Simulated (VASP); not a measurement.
Input of a VASP 6.6.1 run:

INCAR

```
SYSTEM = CaHCl
PREC = Accurate
ENCUT = 520
EDIFF = 1E-6
ISMEAR = -1
SIGMA = 0.1
LREAL = .False.
LASPH = .True.
NELM = 100
ALGO = Fast
ISIF = 2
LWAVE = .False.
LCHARG = .False.
GGA = PE
NBANDS = 48
```

Contents of KPOINTS:

```
Automatic mesh
0
Gamma
  3 2 3
  0 0 0
```

File POSCAR:

```
CaHCl
1.0
    6.2211140000      0.1172750000     -1.2862260000
   -0.0336260000      6.7011320000      0.9213880000
    0.2321710000      0.0649180000      5.5669520000
Ca H Cl
4 4 4
Direct
    0.5431491812      0.8829161004      0.8854377223
    0.7222194444      0.6294372784      0.4748825699
    0.0461324995      0.7194428592      0.0120189294
    0.2987415562      0.3236767519      0.8445183795
    0.3189648637      0.9629627148      0.2493627771
    0.4787457859      0.0555188004      0.3717809891
    0.7621733186      0.4587066977      0.9286791573
    0.1604176293      1.0153650932      0.7176361702
    0.6865762355      0.2090603450      0.1930251082
    0.2334634212      0.7172956195      0.5326557775
    1.0017180371      1.0005227498      0.3505884600
    0.0370071141      0.3531477137      0.3518676731
```

Potentials or basis: VASP PAW PBE potentials, release 64 (Ca_sv, H, Cl).

Run with:

```sh
$ cat potpaw_PBE.64/Ca_sv/POTCAR potpaw_PBE.64/H/POTCAR potpaw_PBE.64/Cl/POTCAR > POTCAR
$ mpirun -np 1 vasp_std > vasp.out
```

(1) What does it give for the pressure?

(2) Predict the band gap on the k mesh.

## Answers

(1) 6.2 GPa.

(2) 0.11 eV, indirect (least direct gap 0.19 eV).

Caveat: the k mesh is coarse (spacing up to 0.47 Å⁻¹), so the values aren't converged.
